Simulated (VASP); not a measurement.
HfN (rock salt): the bulk modulus from VASP (plane waves, PAW) at several levels of theory. Static lattice, third-order Birch-Murnaghan fit over five volumes.

| level | bulk modulus (GPa) |
|---|---|
| LDA | 308 |
| PBE | 270 |
| PBEsol | 292 |
| RPBE | 256 |
| AM05 | 292 |
| PBE-D3(BJ) | 283 |
| PBE-D4 | 279 |
| optB88-vdW | 275 |
| rev-vdW-DF2 | 281 |
| revTPSS | 283 |
| SCAN | 295 |
| r2SCAN | 289 |
| r2SCAN+rVV10 | 294 |

The cell of the LDA run:

```yaml
crystal:
  lattice:
    - [0.00000, 2.23137, 2.23137]
    - [2.23137, 0.00000, 2.23137]
    - [2.23137, 2.23137, 0.00000]
  atoms:
    - { symbol: Hf, position: [0.00000, 0.00000, 0.00000] }
    - { symbol: N, position: [0.50000, 0.50000, 0.50000] }
```

Only levels that ran to the end are used. Left out are those held back, those with too coarse a band path, GW runs whose mesh misses a band edge, hybrids' fits of cells that aren't cubic and levels without matching references; a question may draw on a part of the rest.

The compound is HfN in the rock salt structure.
